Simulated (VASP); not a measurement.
VASP ran on this input.

**KPOINTS**
```
Automatic
0
Gamma
6 6 3
0 0 0
```

POSCAR:
```
AgI
1
    2.0146230396    -3.4894388429     0.0000000000
    2.0146230396     3.4894388429     0.0000000000
    0.0000000000     0.0000000000     7.6076171277
Ag I
2 2
Direct
  0.6666670000   0.3333330000   0.5196842359
  0.3333330000   0.6666670000   0.0196842359
  0.6666670000   0.3333330000   0.8553157641
  0.3333330000   0.6666670000   0.3553157641
```

### INCAR
```
! general
SYSTEM   =  AgI
PREC     =  Accurate
ENCUT    =  500   ! plane-wave cut-off (eV)
LREAL    =  .FALSE.   ! projection in real space or not
LASPH    =  .TRUE.

! electronic loop
EDIFF    =  1E-6
NELM     =  100
ALGO     =  Normal   ! blocked Davidson
LMAXMIX  =  4   ! l cut-off of mixed one-centre charges

! smearing
ISMEAR   =  0   ! Gaussian
SIGMA    =  0.05   ! width (eV)

! ions
IBRION   =  2   ! conjugate gradients
NSW      =  40   ! most ionic steps
ISIF     =  3
EDIFFG   =  -0.02   ! ionic stop
PSTRESS  =  200   ! kbar

! output
LWAVE    =  .FALSE.
LCHARG   =  .FALSE.
```

POTCAR, in this order: Ag I (LDA.64 set). Program: vasp_std.

**Question.** Translate this LDA calculation to Ansatz.

**Answer.** One equivalent input (not run):
Ansatz 0.2 input:
```yaml
crystal:
  lattice:
    - [2.0146230, -3.4894388, 0.0000000]
    - [2.0146230, 3.4894388, 0.0000000]
    - [0.0000000, 0.0000000, 7.6076171]
  atoms:
    - { symbol: Ag, position: [0.6666670, 0.3333330, 0.5196842] }
    - { symbol: Ag, position: [0.3333330, 0.6666670, 0.0196842] }
    - { symbol: I, position: [0.6666670, 0.3333330, 0.8553158] }
    - { symbol: I, position: [0.3333330, 0.6666670, 0.3553158] }
kpoints:
  mp_grid: { grid: [6, 6, 3] }
hamiltonian:
  xc: lda
  pseudopotentials: { kind: paw }
scf:
  occupations: { method: gaussian, width: 0.05 }
  max_iter: 100
relax:
  max_steps: 40
  f_tol: 0.02
  cell: { p_target: 20 }
output: { forces: true, stress: true, eigenvalues: true }
```
The two are equivalent in intent, not identical: each code has its own PAW files, so the cut-off isn't converted (ENCUT is set for VASP's; basis.ecutwfc is left out, and Ansatz then takes the one that its files recommend); Ansatz stops its SCF on the density residual and VASP on the energy change (EDIFF); Ansatz's lda is the Perdew-Wang form, while the LDA potentials of VASP carry Perdew-Zunger's.

The compound is AgI in the wurtzite structure. This run relaxes it under an external pressure of 20 GPa. Symmetry was kept, so distortions that lower it aren't found. The k-mesh is coarse (spacing up to 0.33 per Å, 2π included), so the numbers may not be converged in it.
